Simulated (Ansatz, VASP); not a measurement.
# BiIr in VASP and in Ansatz

Contents of INCAR:

```
SYSTEM = BiIr
  ALGO = Normal
  EDIFF = 1E-6
  ENCUT = 520
  GGA = PS
  ISIF = 2
  ISMEAR = -1
  LASPH = .TRUE.
  LCHARG = .FALSE.
  LREAL = .FALSE.
  LWAVE = .FALSE.
  NBANDS = 19
  NELM = 80
  PREC = Accurate
  SIGMA = 0.1
```

KPOINTS

```
k-points
0
G
  12 12 12
  0 0 0
```

The input POSCAR:

```
BiIr
1.0
    0.0000000000      2.3172725863      2.3172725863
    2.3172725863      0.0000000000      2.3172725863
    2.3172725863      2.3172725863      0.0000000000
Ir Bi
1 1
Direct
    0.0000000000      0.0000000000      0.0000000000
    0.2500000000      0.2500000000      0.2500000000
```

Input for Ansatz:

```yaml
crystal:
  lattice:
    - [0.0, 2.3172725863, 2.3172725863]
    - [2.3172725863, 0.0, 2.3172725863]
    - [2.3172725863, 2.3172725863, 0.0]
  atoms:
    - { symbol: Ir, position: [0.0, 0.0, 0.0] }
    - { symbol: Bi, position: [0.25, 0.25, 0.25] }
kpoints:
  mp_grid: { grid: [12, 12, 12] }
  band_path:
    path:
      - [0.0, 0.0, 0.0]
      - [-0.5, -0.5, 0.0]
      - [-0.375, -0.375, 0.25]
      - [-0.375, 0.0, 0.375]
      - [0.0, 0.0, 0.0]
      - [0.0, 0.0, 0.5]
      - [-0.5, -0.25, 0.25]
      - [-0.5, -0.5, 0.0]
    npoints: 8
scf:
  occupations: { method: fermi_dirac, width: 0.1 }
hamiltonian:
  xc: pbesol
  pseudopotentials: { kind: all_electron, lapw: { basis_error: 0.001 } }
output:
  forces: true
  stress: true
  eigenvalues: true
  populations: true
  dos: { projected: true, de: 0.2, e_range: [-14, 8] }
```

Change from the starting cell: volume scaled by 0.45, LAPW.

Alike in both runs: task single point; functional PBEsol; k mesh 12 × 12 × 12; occupations fermi-dirac, width 0.1 eV; no spin polarisation.

|  | VASP | Ansatz |
| --- | --- | --- |
| version | VASP 6.6.1 | Ansatz 0.2.0 |
| potentials or method | VASP PAW PBE potentials, release 64 (Ir, Bi_d) | all-electron LAPW, scalar-relativistic |
| plane-wave cutoff (eV) | 520 | see its input |

Ansatz gave:

- pressure (GPa): 517.6

Estimate VASP's values.

pressure (GPa): 499.3.

Ansatz ran all-electron here, so the differences hold the error of VASP's frozen core and of both bases.

Caveats: the cell as given lies far from equilibrium; so large a pressure means that the cell lies far from this level's equilibrium, or that cutoff or potentials fall short (VASP); the potentials were made for another functional, which shifts forces and pressure (VASP); spin-orbit coupling is left out, which moves the levels of the heavy elements.
